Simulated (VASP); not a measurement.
Here is a VASP 6.6.1 calculation.

Contents of INCAR:

```
SYSTEM = ZrC
PREC = Accurate ; ENCUT = 520
EDIFF = 1E-6 ; ISMEAR = 0
SIGMA = 0.05 ; LREAL = .FALSE.
LASPH = .TRUE. ; NELM = 60
ALGO = Fast ; ISIF = 2
LWAVE = .FALSE. ; LCHARG = .FALSE.
GGA = CA ; NBANDS = 15
```

Contents of KPOINTS:

```
regular mesh
0
G
  6 6 6
  0 0 0
```

Contents of POSCAR:

```
ZrC
1.0
    0.0000000000      2.4913818816      2.4913818816
    2.4913818816      0.0000000000      2.4913818816
    2.4913818816      2.4913818816      0.0000000000
Zr C
1 1
Direct
    0.0000000000      0.0000000000      0.0000000000
    0.2500000000      0.2500000000      0.2500000000
```

Potentials or basis: VASP PAW LDA potentials, release 64 (Zr_sv, C).

The run is started by

```bash
$ cat potpaw_LDA.64/Zr_sv/POTCAR potpaw_LDA.64/C/POTCAR > POTCAR
$ mpirun -np 1 vasp_std > vasp.out
```

(1) Predict the pressure.

(2) Estimate the band gap on the k mesh.

## Answers

(1) 3.0 GPa.

(2) 0.51 eV, indirect (least direct gap 0.58 eV).
